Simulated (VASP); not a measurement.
**Equation of state of YNb under PBE**

```
CELL_PARAMETERS angstrom
0.00000 2.95774 2.95774
2.95774 0.00000 2.95774
2.95774 2.95774 0.00000
ATOMIC_POSITIONS crystal
Y 0.50000 0.50000 0.50000
Nb 0.00000 0.00000 0.00000
```

The cell comes from a database or a generator and needn't be the stable form of this composition.

The cell was scaled at fixed shape and fractions and run with VASP, PBE PAW files Nb_sv, Y_sv, 520 eV; PBE, k mesh 8 × 8 × 8 on the cell of 2 atoms, fermi-dirac occupations of 0.05 eV, no spin polarisation, no spin-orbit coupling. Energies are those that the program minimises, any entropy of the smearing included. For a metal such a mesh isn't converged to the digits shown.

```csv
V (Å³/atom),energy over the lowest row (meV/atom)
24.3225,17.282
24.8400,7.383
25.3575,?
25.8750,0.000
26.3925,1.798
26.9100,6.852
27.4275,14.868
```

**Question.** Fit the third-order Birch-Murnaghan form, give V0, B0 and B′, and predict the energy left open.

**Answer.** With y = (V0/V)^(2/3), E = E0 + (9 V0 B0/16) [(y - 1)³ B′ + (y - 1)² (6 - 4y)]. Least squares through the rows shown give V0 = 25.8632 Å³/atom, E0 = -0.004 meV, B0 = 55.04 GPa (1 eV/Å³ = 160.218 GPa) and B′ = 3.51, with a largest miss of 0.004 meV. At V = 25.3575 the form with these constants gives 1.746 meV; the run gave 1.755 meV an atom.
